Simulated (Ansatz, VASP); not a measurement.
# Ge2WN4 in two plane-wave programs

Wanted: the spread between two codes on one cell, functional and k mesh. The cell is taken from a series of runs on this material, whose earlier steps may have relaxed, scaled, displaced or heated it; both programs get it as it stands.

Method: plane waves, with VASP 6.6.1 beside it; G0W0 gap at PBE, in Ansatz 0.2.0.

**1. Set-up**

The cell holds 7 atoms: 1 W, 4 N and 2 Ge. Cell: a = 3.023 Å, b = 3.023 Å, c = 38.000 Å, α = 90.0°, β = 90.0°, γ = 120.0°. Vacuum lies along c.

As a file:

```xyz
7
Lattice="3.0226 0.0000 0.0000 -1.5113 2.6176 0.0000 0.0000 0.0000 38.0000" Properties=species:S:1:pos:R:3
W     0.0000    0.0000   19.0000
N     0.0000    1.7451   20.2170
N     0.0000    1.7451   17.7830
N     1.5113    0.8725   22.7096
N     1.5113    0.8725   15.2904
Ge    0.0000    1.7451   22.0945
Ge    0.0000    1.7451   15.9055
```

**2. Ansatz: G0W0 gap, PBE**

Ansatz runs on its PAW soft_1 files.

Quasiparticle shifts depend on high empty states and on the cores, so they are the hardest test of two PAW sets.

The input, input.yaml:

```yaml
crystal:
  lattice:
    - [3.0225679901, 0.0, 0.0]
    - [-1.511283995, 2.6176206641, 0.0]
    - [0.0, 0.0, 38.0]
  atoms:
    - { symbol: W, position: [0.0, 0.0, 0.5] }
    - { symbol: "N", position: [0.3333333333, 0.6666666667, 0.5320268673] }
    - { symbol: "N", position: [0.3333333333, 0.6666666667, 0.4679731327] }
    - { symbol: Ge, position: [0.3333333333, 0.6666666667, 0.5814330809] }
    - { symbol: Ge, position: [0.3333333333, 0.6666666667, 0.4185669191] }
    - { symbol: "N", position: [0.6666666667, 0.3333333333, 0.5976206751] }
    - { symbol: "N", position: [0.6666666667, 0.3333333333, 0.4023793249] }
  periodic: [true, true, false]
kpoints:
  mp_grid: { grid: [6, 6, 1] }
hamiltonian:
  xc: pbe
  pseudopotentials: { kind: paw, azcp: { folder: soft_1 } }
scf:
  occupations: { method: fixed }
  convergence: { dr2_threshold: 1.0e-10 }
gw:
  n_empty_bands: 357
  ecut_chi: 65.0
  qp_bands: [v2, c2]
  qp_kpoints: band_edges
  screening: { model: contour_deformation }
```

Command:

```console
ansatz run input.yaml --threads 4 --pin off --max-ram 17510MiB --backend cpu --events-out ev --progress --plain --runs-dir out
```

Numbers of over 12 decimals in the logs are rounded to 6 here.

What it wrote:

```text
Engine: ansatz 0.2.0, aarch64-unknown-linux-gnu
Pseudopotentials: kind: paw
Pseudopotential: W, paw, valence charge 14, recommended cutoff 420 eV (normal), soft_1/W.paw.azcp
Pseudopotential: N, paw, valence charge 5, recommended cutoff 420 eV (normal), soft_1/N.paw.azcp
Pseudopotential: Ge, paw, valence charge 14, recommended cutoff 420 eV (normal), soft_1/Ge.paw.azcp
Functional definition: PBE
  parameter kappa = 0.804
  parameter beta = 0.066725
  exchange = pbe_x(kappa = kappa, mu = beta*pi^2/3)
  correlation = pbe_c(beta = beta)
Crystal: 7 atoms, lattice volume = 300.654 Å³
Basis set: ecut = 420 eV, 5767 PW (Γ)
Bands: 38, of which v1, the nominal top of the filled ones, is band 31 counted from 1 (30 counted from 0)
Symmetry: 12 space group operations
Space group: P-6m2 (ITA 187), of the structure as read, at distance tolerance 6.7e-5 Å
k-points: 7 of 36 (time reversal used)
Non-local potential: W, projectors of the file, l = 0: 3, l = 1: 2, l = 2: 2, l = 3: 1
Non-local potential: N, projectors of the file, l = 0: 2, l = 1: 2, l = 2: 1
Non-local potential: Ge, projectors of the file, l = 0: 2, l = 1: 2, l = 2: 3, l = 3: 1
PAW form: soft (Blöchl's): semilocal exchange-correlation on the pseudo side does not see the compensation charge
PAW one-centre angular grid: W, 590 points (default); XC on 64 Gauss nodes
PAW one-centre angular grid: N, 110 points (default); XC on 64 Gauss nodes
PAW one-centre angular grid: Ge, 590 points (default); XC on 64 Gauss nodes
Initial density: superposition of atomic densities (neutral atoms: chi_scale 0, normalization atom)
Initial wavefunctions: pseudopotential atomic-orbital guess
Functional: x = pbe(κ = 0.804, μ = 0.219515), c = pbe(β = 0.066725)
SCF iter   1: F=—  HF=-20520.328582 eV  |F-HF|=—  |Δ(HF+E_count)|=         —  Δρ=8.76e-2  dr2=2.61e1  ethr=3.10e-3  ⟨swp⟩=6.7  Hψ=1375  notcnv=0  defer=32
preconditioner: auto → Resta (q_TF=auto, 2.097 Å⁻¹)  ε∞=1.8  [insulator: Δε(μ)=1.414 eV  Ē_g=17.960 eV  n_scr=24 (ndim 8)  ℏωp=15.7 eV  f_vac=0.715  ε∞_Penn≈1.8  vacuum switching on, ρ_ref=2.3e-2 e/Å³]
SCF iter   2: F=—  HF=-20514.739624 eV  |F-HF|=—  |Δ(HF+E_count)|=    5.59e0  Δρ=4.61e-2  dr2=7.84e0  ethr=3.10e-3  ⟨swp⟩=5.1  Hψ=880  notcnv=0  defer=31
SCF iter   3: F=—  HF=-20513.490338 eV  |F-HF|=—  |Δ(HF+E_count)|=    1.25e0  Δρ=1.63e-2  dr2=9.23e-1  ethr=3.10e-3  ⟨swp⟩=4.9  Hψ=680  notcnv=0  defer=33
SCF iter   4: F=—  HF=-20513.374236 eV  |F-HF|=—  |Δ(HF+E_count)|=   1.16e-1  Δρ=8.87e-3  dr2=1.23e-1  ethr=1.49e-3  ⟨swp⟩=3.0  Hψ=421  notcnv=0  defer=31
SCF iter   5: F=—  HF=-20513.394186 eV  |F-HF|=—  |Δ(HF+E_count)|=   1.99e-2  Δρ=4.17e-3  dr2=6.64e-2  ethr=1.99e-4  ⟨swp⟩=3.4  Hψ=563  notcnv=0  defer=35
SCF iter   6: F=—  HF=-20513.381951 eV  |F-HF|=—  |Δ(HF+E_count)|=   1.22e-2  Δρ=1.04e-3  dr2=5.17e-3  ethr=1.07e-4  ⟨swp⟩=2.9  Hψ=479  notcnv=0  defer=35
SCF iter   7: F=—  HF=-20513.381825 eV  |F-HF|=—  |Δ(HF+E_count)|=   1.26e-4  Δρ=5.03e-4  dr2=1.65e-3  ethr=8.34e-6  ⟨swp⟩=4.1  Hψ=607  notcnv=0  defer=35
SCF iter   8: F=—  HF=-20513.381528 eV  |F-HF|=—  |Δ(HF+E_count)|=   2.97e-4  Δρ=1.39e-4  dr2=9.09e-5  ethr=2.66e-6  ⟨swp⟩=4.0  Hψ=618  notcnv=0  defer=34
SCF iter   9: F=—  HF=-20513.381530 eV  |F-HF|=—  |Δ(HF+E_count)|=   1.59e-6  Δρ=3.78e-5  dr2=9.42e-6  ethr=1.47e-7  ⟨swp⟩=3.1  Hψ=558  notcnv=0  defer=32
SCF iter  10: F=—  HF=-20513.381529 eV  |F-HF|=—  |Δ(HF+E_count)|=   7.42e-7  Δρ=8.87e-6  dr2=3.61e-7  ethr=1.52e-8  ⟨swp⟩=3.9  Hψ=614  notcnv=0  defer=29
SCF iter  11: F=—  HF=-20513.381529 eV  |F-HF|=—  |Δ(HF+E_count)|=   1.58e-8  Δρ=2.33e-6  dr2=1.62e-8  ethr=5.82e-10  ⟨swp⟩=3.3  Hψ=603  notcnv=0  defer=30
SCF iter  12: F=—  HF=-20513.381529 eV  |F-HF|=—  |Δ(HF+E_count)|=   3.18e-9  Δρ=8.40e-7  dr2=2.69e-9  ethr=2.61e-11  ⟨swp⟩=3.6  Hψ=566  notcnv=0  defer=30
SCF iter  13: F=-20513.381529 eV  HF=-20513.381529 eV  |F-HF|=2.22e-10  |Δ(HF+E_count)|=  8.11e-10  Δρ=2.07e-7  dr2=8.04e-11  ethr=1.00e-12  ⟨swp⟩=19.1  Hψ=1855  notcnv=0
SCF 1 converged in 13 iterations: F = -20513.381529 eV  dr2 = 8.04e-11
  greatest PAW one-centre occupation: 0.999 electrons in one spin orbital (limit 2), on the W atom at site 0 (counted from 0), in its partial waves of l = 0
NSCF: frozen V_eff on 7 k-points
G₀W₀ screening: q 1/7
[... further progress lines ...]
SCF converged after 13 iterations
Free energy (F): -20513.381529 eV
Harris-Foulkes:  -20513.381529 eV  (|F-HF|=2.22e-10)
Internal energy: -20513.381529 eV  (E = F + TS)
E sigma→0 (E₀):  -20513.381529 eV
Fermi energy:    -5.360528 eV
--- Per-component energies (eV) ---
  E_band       = -1482.135112
  E_kinetic    = 1119.072092
  E_local      = -289221.336527  (includes V_loc(G=0)·N_el)
  E_nonlocal   = 560.788272
  E_hartree    = 143781.372087
  E_xc         = -645.759523
  E_vxc        = -659.514931  (∫ρ·V_xc dr)
  E_paw        = -13126.964305  (= ΣΔE_a)
  E_vpaw       = -843.891759  (= ΣTr[D̂ρ^β])
  E_aug_tail   = 0.003567  (compensation charges beyond the density's cutoff)
  E_ewald      = 137019.442809
  E_smearing   = -0.000000  (= −TS)
  E_closure    = 0.000000  (closes the sum)
  Σ components = -20513.381529   (vs F -20513.381529, Δ=0.00e0)
--- Band table (eV; the first three rows and the last of 7) ---
  k-point 0: bands = [... 27 lower, -8.1606, -8.1606, -7.4658, -5.3605, -3.5094, -3.4754, -2.3819, -2.3819, ... 3 higher]
  k-point 1: bands = [... 27 lower, -8.6529, -8.5758, -7.3833, -5.7171, -3.3071, -2.7779, -2.4354, -1.7816, ... 3 higher]
  k-point 2: bands = [... 27 lower, -8.5815, -8.3684, -7.5794, -6.6035, -2.7670, -2.6070, -2.3310, -1.8529, ... 3 higher]
  k-point 6: bands = [... 27 lower, -8.5390, -8.0675, -7.9055, -5.8928, -4.0456, -1.7398, -0.8938, -0.3039, ... 3 higher]
--- G₀W₀: contour deformation, 7 samples at zero and on the imaginary axis and 2 off it, 36 q-points, 357 empty bands' worth ---
  eigenvalues of the whole cell's RPA ε∞ on this k-mesh (on a slab, of 1 + 4πα/V) = 1.2146, 3.4739, 3.4739; static W/v taken at q = 0 is 0.459599
  bands read: the sum over 388 bands ends inside a degenerate multiplet in 1 slot, whose members it reads at an even weight; the widest, k=0: bands 388 to 389 (counted from 1) at 1/2 each
  gw.qp_kpoints: band_edges: 6 of 7 stored k-points solved, in 1 pass; an edge of the gap read off the rows below is read off those points alone
    valence top: of the k-points left out ik 4 came nearest to being solved in a further pass, in band 31 (counted from 1, as in the quasiparticle table): it holds the edge there only if its correction is more favourable than any solved in that band by at least 1.155 eV; those differ by 0.324 eV
    conduction bottom: of the k-points left out ik 4 came nearest to being solved in a further pass, in band 32 (counted from 1, as in the quasiparticle table): it holds the edge there only if its correction is more favourable than any solved in that band by at least 1.125 eV; those differ by 0.399 eV
    ik  band        ε_KS         Σx   Σc(E_QP)       V_xc       Z   E_QP_lin       E_QP  E_QP is
     0    30     -7.4658   -21.1966     3.2681   -17.6567  0.7689    -7.7511    -7.7376  root
     0    31     -5.3605   -19.0391     0.4208   -18.7823  0.7622    -5.1970    -5.1966  root
     0    32     -3.5094   -12.4993    -3.7341   -17.3091  0.7767    -2.3965    -2.4337  root
     0    33     -3.4754   -13.4642    -3.4775   -17.9012  0.7693    -2.4901    -2.5159  root
     1    30     -7.3833   -21.8043     3.3657   -18.2332  0.7445    -7.5898    -7.5887  root
     1    31     -5.7171   -20.3290     1.2358   -19.0595  0.7524    -5.7508    -5.7508  root
     1    32     -3.3071   -13.0169    -3.7244   -17.7005  0.7678    -2.3199    -2.3479  root
     1    33     -2.7779   -12.6282    -4.2468   -17.8545  0.7656    -1.7651    -1.7984  root
     2    30     -7.5794   -21.7427     3.5848   -17.8687  0.7396    -7.8713    -7.8687  root
     2    31     -6.6035   -19.7427     1.6306   -17.9597  0.7452    -6.7567    -6.7560  root
     2    32     -2.7670   -13.9195    -4.0048   -18.8306  0.7568    -1.8326    -1.8607  root
     2    33     -2.6070   -10.6112    -4.2125   -15.6146  0.7772    -1.7969    -1.8161  root
     3    30     -7.5247   -21.7294     3.7310   -17.6718  0.7375    -7.8545    -7.8513  root
     3    31     -6.5071   -19.6697     1.6587   -17.8509  0.7510    -6.6680    -6.6673  root
     3    32     -3.0697    -9.7763    -4.0945   -14.5477  0.7866    -2.3808    -2.3929  root
     3    33     -2.6198   -10.0276    -4.1616   -14.9927  0.7819    -1.7950    -1.8162  root
     5    30     -7.7157   -21.7911     3.7510   -17.7016  0.7358    -8.0576    -8.0541  root
     5    31     -6.4642   -20.2093     1.4820   -18.6572  0.7480    -6.5343    -6.5342  root
     5    32     -3.0150   -16.5039    -3.7590   -21.0991  0.7462    -2.1555    -2.1789  root
     5    33     -1.8994   -15.4140    -4.6441   -20.9772  0.7406    -0.9382    -0.9802  root
     6    30     -7.9055   -21.3675     3.8005   -17.0943  0.7323    -8.3840    -8.3781  root
     6    31     -5.8928   -20.3680     0.9936   -19.4145  0.7557    -5.8528    -5.8527  root
     6    32     -4.0456   -16.4833    -3.1064   -20.3211  0.7543    -3.3008    -3.3142  root
     6    33     -1.7398   -14.7228    -4.6428   -20.3509  0.7462    -0.7190    -0.7545  root
```

In the SCF lines HF is the Harris–Foulkes energy and dr2 the Hartree energy of the density residual, in eV; the loop may stop once dr2 is under the threshold and the program's other checks hold. Hψ counts applications of the Hamiltonian.

(Continued in part 2 of 2.)

[Lines on the potential files, build, host, timing and source positions are cut from VASP's logs without a mark.]

[Logs are printed without paths, hosts, clocks, repeated set-up lines and the standing remarks that a program may print on its own settings, such as how far it seeks lower states.]

[Hosts, paths, dates, database ids (printed as entryN), source tags and the programs' standing remarks are cut or masked in the printed files.]
